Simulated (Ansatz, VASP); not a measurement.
# PtSe2 in two plane-wave programs

One calculation is typed for both programs; each brings its own data sets. How far apart do they land? The structure shown is the end of the Ansatz relaxation below.

Program: Ansatz 0.2.0. Level of theory: plane waves, with VASP 6.6.1 beside it; single point at PBE with D3(BJ). Results are calculated unless marked as measured.

## (1) The starting structure

The cell holds 12 atoms: 4 Pt and 8 Se. Cell: a = 3.754 Å, b = 3.754 Å, c = 32.660 Å, α = 90.0°, β = 90.0°, γ = 120.0°. Vacuum lies along c.

## (2) Ansatz: relaxation, PBE with D3(BJ)

Ansatz runs on its PAW soft_1 files.

This run makes the geometry at which the two programs are then compared.

Contents of input.yaml:

```yaml
crystal:
  lattice:
    - [3.7278, 0.0, 0.0]
    - [-1.8639, 3.2283695, 0.0]
    - [0.0, 0.0, 32.659863]
  atoms:
    - { symbol: Pt, position: [0.0, 0.0, 0.26892279] }
    - { symbol: Pt, position: [0.0, 0.0, 0.42297426] }
    - { symbol: Pt, position: [0.0, 0.0, 0.57702574] }
    - { symbol: Pt, position: [0.0, 0.0, 0.73107721] }
    - { symbol: Se, position: [0.66666667, 0.33333333, 0.22963967] }
    - { symbol: Se, position: [0.33333333, 0.66666667, 0.30820592] }
    - { symbol: Se, position: [0.66666667, 0.33333333, 0.38369114] }
    - { symbol: Se, position: [0.33333333, 0.66666667, 0.46225739] }
    - { symbol: Se, position: [0.66666667, 0.33333333, 0.53774261] }
    - { symbol: Se, position: [0.33333333, 0.66666667, 0.61630886] }
    - { symbol: Se, position: [0.66666667, 0.33333333, 0.69179408] }
    - { symbol: Se, position: [0.33333333, 0.66666667, 0.77036033] }
kpoints:
  mp_grid: { grid: [10, 10, 1] }
scf:
  occupations: { method: fermi_dirac, width: 0.02 }
hamiltonian:
  xc: pbe
  pseudopotentials: { kind: paw, azcp: { folder: soft_1 } }
  dispersion: d3bj
basis:
  ecutwfc: 600
output:
  forces: true
  stress: true
relax:
  f_tol: 0.005
  max_steps: 70
  cell: { stress_tol: 0.02, p_target: 0, fix: [c, alpha, beta, gamma] }
```

Launch:

```
$ ansatz run input.yaml --threads 8 --pin off --max-ram 18432MiB --backend cpu --events-out ev --progress --plain --runs-dir out
```

Numbers of over 12 decimals in the logs are rounded to 6 here.

What it wrote:

```text
Warning: crystal.symmetry: narrowed to the stabiliser of the fixed cell quantities (relax.cell.fix) — unitary ops 12 → 4. The narrowing is safe, since a smaller group never makes results wrong: the run goes on under it, on as many k-points as the starting group would need, or more. Excluded: 8 operations that would move a fixed cell quantity at a test strain (relax.cell.fix fixes c, alpha, beta, gamma). The cell can leave their symmetry as it relaxes.
Engine: ansatz 0.2.0, aarch64-unknown-linux-gnu
Pseudopotentials: kind: paw
Pseudopotential: Pt, paw, valence charge 18, recommended cutoff 420 eV (normal), soft_1/Pt.paw.azcp
Pseudopotential: Se, paw, valence charge 16, recommended cutoff 420 eV (normal), soft_1/Se.paw.azcp
Functional definition: PBE
  parameter kappa = 0.804
  parameter beta = 0.066725
  exchange = pbe_x(kappa = kappa, mu = beta*pi^2/3)
  correlation = pbe_c(beta = beta)
Crystal: 12 atoms, lattice volume = 393.052 Å³
Basis set: ecut = 600 eV, 13205 PW (Γ), exchange–correlation on 60×60×540 points (8 copies of the dense FFT grid, shifted against one another)
Bands: 120, of which v1, the nominal top of the filled ones, is band 100 counted from 1 (99 counted from 0)
Symmetry: 4 space group operations
k-points: 31 of 100
Non-local potential: Pt, projectors of the file, l = 0: 3, l = 1: 2, l = 2: 2, l = 3: 1
Non-local potential: Se, projectors of the file, l = 0: 2, l = 1: 2, l = 2: 3, l = 3: 1
PAW form: soft (Blöchl's): semilocal exchange-correlation on the pseudo side does not see the compensation charge
PAW one-centre angular grid: Pt, 590 points (default); XC on 64 Gauss nodes
PAW one-centre angular grid: Se, 590 points (default); XC on 64 Gauss nodes
Initial density: superposition of atomic densities (neutral atoms: chi_scale 0, normalization atom)
Initial wavefunctions: pseudopotential atomic-orbital guess
Functional: x = pbe(κ = 0.804, μ = 0.219515), c = pbe(β = 0.066725)
SCF iter   1: F=—  HF=-93864.174432 eV  |F-HF|=—  |Δ(HF+E_count)|=         —  Δρ=6.22e-2  dr2=1.68e1  ethr=3.10e-3  ⟨swp⟩=6.4  Hψ=13866  notcnv=0  defer=97
preconditioner: auto → Resta (q_TF=auto, 2.438 Å⁻¹)  ε∞=4.2  [insulator: Δε(μ)=0.639 eV  Ē_g=9.751 eV  σ=0.020 eV  W_gap=1.00  n_scr=114 (ndim 8)  ℏωp=17.6 eV  f_vac=0.378  D(μ)=0.00/eV (n_scr^D=0)  ε∞_Penn≈4.2  vacuum switching on, ρ_ref=6.9e-3 e/Å³]
SCF iter   2: F=—  HF=-93861.616103 eV  |F-HF|=—  |Δ(HF+E_count)|=    2.56e0  Δρ=2.23e-2  dr2=2.70e0  ethr=3.10e-3  ⟨swp⟩=3.0  Hψ=7756  notcnv=0  defer=372
preconditioner: auto → LDOS  [insulator: Δε(μ)=0.096 eV  Ē_g=10.021 eV  σ=0.020 eV  W_gap=0.79  n_scr=114 (ndim 8)  ℏωp=17.6 eV  f_vac=0.379  D(μ)=1.32/eV (n_scr^D=8)  ε∞_Penn≈4.1  β→1.0]
SCF iter   3: F=—  HF=-93861.191704 eV  |F-HF|=—  |Δ(HF+E_count)|=   4.24e-1  Δρ=6.84e-3  dr2=1.30e-1  ethr=1.35e-3  ⟨swp⟩=2.0  Hψ=5212  notcnv=0  defer=372
SCF iter   4: F=—  HF=-93861.188705 eV  |F-HF|=—  |Δ(HF+E_count)|=   3.00e-3  Δρ=2.13e-3  dr2=5.25e-2  ethr=6.50e-5  ⟨swp⟩=4.0  Hψ=7925  notcnv=0  defer=372
SCF iter   5: F=—  HF=-93861.177659 eV  |F-HF|=—  |Δ(HF+E_count)|=   1.10e-2  Δρ=4.39e-4  dr2=2.31e-3  ethr=2.63e-5  ⟨swp⟩=2.1  Hψ=4729  notcnv=0  defer=372
SCF iter   6: F=—  HF=-93861.177743 eV  |F-HF|=—  |Δ(HF+E_count)|=   8.40e-5  Δρ=1.70e-4  dr2=2.19e-4  ethr=1.15e-6  ⟨swp⟩=2.4  Hψ=5928  notcnv=0  defer=372
SCF iter   7: F=—  HF=-93861.177780 eV  |F-HF|=—  |Δ(HF+E_count)|=   3.78e-5  Δρ=5.68e-5  dr2=2.85e-5  ethr=1.09e-7  ⟨swp⟩=2.0  Hψ=4423  notcnv=0  defer=372
SCF iter   8: F=—  HF=-93861.178099 eV  |F-HF|=—  |Δ(HF+E_count)|=   3.19e-4  Δρ=1.45e-5  dr2=3.54e-6  ethr=1.42e-8  ⟨swp⟩=2.0  Hψ=4989  notcnv=0  defer=372
SCF iter   9: F=—  HF=-93861.178100 eV  |F-HF|=—  |Δ(HF+E_count)|=   7.87e-7  Δρ=4.02e-6  dr2=6.57e-7  ethr=1.77e-9  ⟨swp⟩=2.0  Hψ=4630  notcnv=0  defer=372
SCF iter  10: F=-93861.178100 eV  HF=-93861.178100 eV  |F-HF|=5.88e-8  |Δ(HF+E_count)|=   1.70e-9  Δρ=1.34e-6  dr2=6.40e-8  ethr=5.00e-11  ⟨swp⟩=3.5  Hψ=12645  notcnv=0
SCF 1 converged in 10 iterations: F = -93861.178100 eV  dr2 = 6.40e-8
  greatest PAW one-centre occupation: 1.000 electrons in one spin orbital (limit 2), on the Pt atom at site 2 (counted from 0), in its partial waves of l = 0
relax step   1: F+E_penalty+E_count = -93861.17809980 eV  Δ(F+E_penalty+E_count) = +0.000e0 eV  max|allowed force component| = 4.348e-1 eV/Å  Δτ_max = 0.0000 Å  P = +1.233 GPa  Ω = 393.052 Å³  fix = [c, alpha, beta, gamma]  reactions: c +0.769 GPa; alpha -0.000, beta +0.000, gamma -0.000 GPa/rad  (10 SCF iters, dr2 threshold 1.00e-7 eV, accepted)
[...]
relax step   4: F+E_penalty+E_count = -93861.24444366 eV  Δ(F+E_penalty+E_count) = -2.156e-3 eV  max|allowed force component| = 1.496e-2 eV/Å  Δτ_max = 0.0470 Å  P = +0.022 GPa  Ω = 398.007 Å³  energy of the carried Pulay correction = -1.033e-4 eV  fix = [c, alpha, beta, gamma]  reactions: c -0.059 GPa; alpha +0.000, beta -0.000, gamma +0.000 GPa/rad  (8 SCF iters, dr2 threshold 9.20e-8 eV, accepted)
[...]
relax step   5: F+E_penalty+E_count = -93861.24479375 eV  Δ(F+E_penalty+E_count) = -3.501e-4 eV  max|allowed force component| = 2.822e-3 eV/Å  Δτ_max = 0.0253 Å  P = +0.007 GPa  Ω = 398.623 Å³  energy of the carried Pulay correction = -1.161e-4 eV  fix = [c, alpha, beta, gamma]  reactions: c -0.005 GPa; alpha -0.000, beta +0.000, gamma -0.000 GPa/rad  (8 SCF iters, dr2 threshold 1.40e-8 eV, accepted)
[...]
relax step   6: F+E_penalty+E_count = -93861.24491191 eV  Δ(F+E_penalty+E_count) = -1.182e-4 eV  max|allowed force component| = 2.811e-3 eV/Å  Δτ_max = 0.0000 Å  P = +0.007 GPa  Ω = 398.623 Å³  fix = [c, alpha, beta, gamma]  reactions: c -0.005 GPa; alpha -0.000, beta +0.000, gamma -0.000 GPa/rad  stress off target by 1.31e-2 GPa on what of the cell is left free  SCF on the basis re-selected at this cell (its energy is not comparable with the rows above)  (5 SCF iters)
basis re-selected at this cell: Δ(F+E_penalty+E_count) = -1.182e-4 eV, ΔP = -0.000 GPa vs the last step (what re-selecting the basis moved, of the pressure what is left beyond the Pulay correction that the steps carried, after the strain that the cell walked since its last selection, with what the two solves' SCF thresholds leave and, on support functions, any second-order correction that the steps lacked; it is no m [...]
SCF converged after 5 iterations
Free energy (F): -93861.244912 eV
Harris-Foulkes:  -93861.244912 eV  (|F-HF|=3.64e-10)
Internal energy: -93861.241504 eV  (E = F + TS)
E sigma→0 (E₀):  -93861.243208 eV
Entropy (-TS):   -0.003408 eV (-0.284 meV/atom)
Fermi energy:    6.060837 eV
--- Per-component energies (eV) ---
  E_band       = -5271.507106
  E_kinetic    = 3270.152825
  E_local      = -300168.397207  (includes V_loc(G=0)·N_el)
  E_nonlocal   = -2016.075172
  E_hartree    = 149117.652447
  E_xc         = -1611.284243
  E_vxc        = -1810.411790  (∫ρ·V_xc dr)
  E_paw        = -54978.905542  (= ΣΔE_a)
  E_vpaw       = -2782.081861  (= ΣTr[D̂ρ^β])
  E_aug_tail   = 0.000995  (compensation charges beyond the density's cutoff)
  E_ewald      = 112530.858101
  E_disp       = -5.243709  (pairwise vdW)
  E_smearing   = -0.003408  (= −TS)
  E_closure    = -0.000000  (closes the sum)
  Σ components = -93861.244912   (vs F -93861.244912, Δ=0.00e0)
--- Forces (eV/Å), atoms counted from 1 ---
  atom   1  Pt    -0.00000001     0.00000000     0.00218762
  atom   2  Pt    -0.00000000     0.00000000    -0.00229398
  atom   3  Pt     0.00000000    -0.00000000     0.00229398
  atom   4  Pt     0.00000001    -0.00000000    -0.00218762
  atom   5  Se     0.00000001    -0.00000000    -0.00281131
  atom   6  Se     0.00000000    -0.00000000     0.00207203
  atom   7  Se    -0.00000001     0.00000000    -0.00163468
  atom   8  Se    -0.00000001     0.00000000    -0.00110589
  atom   9  Se     0.00000001    -0.00000000     0.00110589
  atom  10  Se     0.00000001    -0.00000000     0.00163468
  atom  11  Se    -0.00000000     0.00000000    -0.00207203
  atom  12  Se    -0.00000001     0.00000000     0.00281131
  max |Σ_I F_I| component: 0.00e0 eV/Å
--- Stress (GPa, compression-positive) ---
        0.013112       0.000000      -0.000000
        0.000000       0.013112       0.000000
       -0.000000       0.000000      -0.005442
  P = ⅓ Tr σ = 0.0069 GPa (0.069 kbar)
--- Relaxed structure (5 steps of the walk, 5 accepted, 1 SCFs on fresh bases) ---
  F+E_penalty+E_count = -93861.24491191 eV   max|allowed force component| = 2.811e-3 eV/Å   (the final SCF, on the basis selected at the relaxed cell)
  cell:  # Å, volume = 398.6234 Å³
    - [3.754126, 0, 0]
    - [-1.877063, 3.251169, 0]
    - [0, 0, 32.659863]
  atoms:
    - { symbol: Pt, position: [-1.0734900845794416e-9, 1.0734900845794397e-9, 0.276515] }
    - { symbol: Pt, position: [1.2394401107814238e-9, -1.2394401107814242e-9, 0.425778] }
    - { symbol: Pt, position: [-1.2394401107814254e-9, 1.239440110781421e-9, 0.574222] }
    - { symbol: Pt, position: [1.0734900845794383e-9, -1.0734900845794376e-9, 0.723485] }
    - { symbol: Se, position: [0.666667, 0.333333, 0.236382] }
    - { symbol: Se, position: [0.333333, 0.666667, 0.315625] }
    - { symbol: Se, position: [0.666667, 0.333333, 0.386330] }
    - { symbol: Se, position: [0.333333, 0.666667, 0.465239] }
    - { symbol: Se, position: [0.666667, 0.333333, 0.534761] }
    - { symbol: Se, position: [0.333333, 0.666667, 0.613670] }
    - { symbol: Se, position: [0.666667, 0.333333, 0.684375] }
    - { symbol: Se, position: [0.333333, 0.666667, 0.763618] }
```

(Part 1 of 2 ends here.)

[Lines on the potential files, build, host, timing and source positions are cut from VASP's logs without a mark.]

[Logs are printed without paths, hosts, clocks, repeated set-up lines and the standing remarks that a program may print on its own settings, such as how far it seeks lower states.]

[Hosts, paths, dates, database ids (printed as entryN), source tags and the programs' standing remarks are cut or masked in the printed files.]
